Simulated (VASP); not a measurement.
Given:

```xyz
6
Lattice="1.7246 -2.9871 0.0000 1.7246 2.9871 0.0000 0.0000 0.0000 13.6593" Properties=species:S:1:pos:R:3 pbc="T T T"
Mo     1.7246     0.9957     3.4148
Mo     1.7246    -0.9957    10.2444
Se     1.7246     0.9957    11.9406
Se     1.7246    -0.9957     5.1110
Se     1.7246    -0.9957     1.7186
Se     1.7246     0.9957     8.5483
```

Calculation: vdW-DF2, VASP's PBE PAW potentials (set 64) (plane waves; VASP). Numerical set-up: 520 eV cut-off, 8×8×2 Γ-centred mesh, tetrahedra with Blöchl corrections, potentials Mo_sv Se.

Q: What does the run give for the energy per atom (σ→0)?

A: 
| Item | Result |
|---|---|
| energy per atom (σ→0) | -3.894 eV/atom |

Only differences to runs with the same potentials and settings are physical.

The compound is MoSe2 in the 2H layered structure. It was relaxed first, which changed the volume by +16 %.
